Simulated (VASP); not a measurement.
Computed with PBEsol GGA, VASP's PBE PAW potentials (set 64) (plane waves; VASP).

VASP ran on this input.

File KPOINTS:
```
Automatic mesh
0
Gamma
5 5 7
0 0 0
```

### INCAR
```
ALGO  =  Normal
EDIFF  =  1E-7
EDIFFG  =  -0.01
ENCUT  =  520
GGA  =  PS
IBRION  =  2
ISIF  =  4
ISMEAR  =  0
LASPH  =  .TRUE.
LCHARG  =  .FALSE.
LREAL  =  .FALSE.
LWAVE  =  .FALSE.
NELM  =  100
NSW  =  30
PREC  =  Accurate
SIGMA  =  0.05
SYSTEM  =  MgF2
```

**POSCAR**
```
MgF2
1.0
  4.6251001902   0.0000000000   0.0000000000
  0.0000000000   4.6251001902   0.0000000000
  0.0000000000   0.0000000000   3.0542140272
Mg F
2 4
direct
  1.0000000000   0.0000000000   0.0000000000
  0.5000000000   0.5000000000   0.5000000000
  0.3030863562   0.3030863562   0.0000000000
  0.8030863562   0.1969136438   0.5000000000
  0.1969136438   0.8030863562   0.5000000000
  0.6969136438   0.6969136438   0.0000000000
```

POTCAR, in this order: Mg F (PBE.64 set). Program: vasp_std.

### Question
What will the output report for the number of irreducible k-points (NKPTS), largest plane-wave count, number of space-group operations, FFT grid (NGX, NGY, NGZ)?

### Answer

```
Item                                          Result
--------------------------------------  ------------
number of irreducible k-points (NKPTS)            24
largest plane-wave count                        1769
number of space-group operations                  16
FFT grid (NGX, NGY, NGZ)                36 × 36 × 24
```

The compound is MgF2 in the rutile structure. This run relaxes it. Symmetry was kept, so distortions that lower it aren't found.
